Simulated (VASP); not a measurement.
An input for Quantum ESPRESSO's pw.x (written as the equivalent of a VASP run, and not itself run):

```
&CONTROL
  calculation = 'vc-relax'
  pseudo_dir = './pseudo'
  outdir = './out'
  tprnfor = .true.
  tstress = .true.
  nstep = 40
  forc_conv_thr = 0.00078
/
&SYSTEM
  ibrav = 0
  nat = 6
  ntyp = 2
  ecutwfc = 94
  occupations = 'smearing'
  smearing = 'methfessel-paxton'
  degauss = 0.00735
  input_dft = 'pz'
  nspin = 2
  starting_magnetization(1) = 0.2
/
&ELECTRONS
  conv_thr = 7.3e-08
  electron_maxstep = 100
/
&IONS
/
&CELL
  press = 300
/
ATOMIC_SPECIES
  Cr 51.996 Cr.upf
  O 15.999 O.upf
CELL_PARAMETERS angstrom
     4.2186363   -0.0000000    0.0000000
    -0.0000000    4.2186363    0.0000000
     0.0000000    0.0000000    2.7937360
ATOMIC_POSITIONS crystal
  Cr   0.0000000  0.0000000  0.0000000
  Cr   0.5000000  0.5000000  0.5000000
  O    0.3014855  0.3014855  0.0000000
  O    0.8014855  0.1985145  0.5000000
  O    0.1985145  0.8014855  0.5000000
  O    0.6985145  0.6985145  0.0000000
K_POINTS automatic
  7 7 11 0 0 0
```

Write the VASP files for the same calculation (LDA).

One answer among several that fit: 
### INCAR
```
# general
SYSTEM  = CrO2
PREC    = Accurate
ENCUT   = 620
LREAL   = F
LASPH   = T

# electronic loop
EDIFF   = 1E-6
NELM    = 100
ALGO    = Normal
LMAXMIX = 4

# smearing
ISMEAR  = 1
SIGMA   = 0.1

# spin
ISPIN   = 2
MAGMOM  = 2*2.0 4*-0.0

# ions
IBRION  = 2
NSW     = 40
ISIF    = 3
EDIFFG  = -0.02
PSTRESS = 300

# output
LWAVE   = F
LCHARG  = F
LORBIT  = 10
```

KPOINTS:
```
Automatic mesh
0
Gamma
7 7 11
0 0 0
```

File POSCAR:
```
CrO2
1.0
  4.2186363203   0.0000000000   0.0000000000
  0.0000000000   4.2186363203   0.0000000000
  0.0000000000   0.0000000000   2.7937359809
Cr O
2 4
Direct
  0.0000000000   0.0000000000   0.0000000000
  0.5000000000   0.5000000000   0.5000000000
  0.3014855454   0.3014855454   0.0000000000
  0.8014855454   0.1985144546   0.5000000000
  0.1985144546   0.8014855454   0.5000000000
  0.6985144546   0.6985144546   0.0000000000
```

POTCAR, in this order: Cr_pv O (LDA.64 set). Program: vasp_std.

The two are equivalent in intent, not identical: the potentials are each code's own (VASP's PAW set, PseudoDojo norm-conserving files in pw.x), so ENCUT and ecutwfc are chosen apart and not converted; conv_thr bounds pw.x's estimated SCF error, while EDIFF bounds the energy change between steps; starting_magnetization is a fraction of the valence charge and MAGMOM a moment in μB, so they match only roughly; forc_conv_thr acts on force components and is met together with etot_conv_thr.

The compound is CrO2 in the rutile structure. It was relaxed first under an external pressure of 30 GPa.
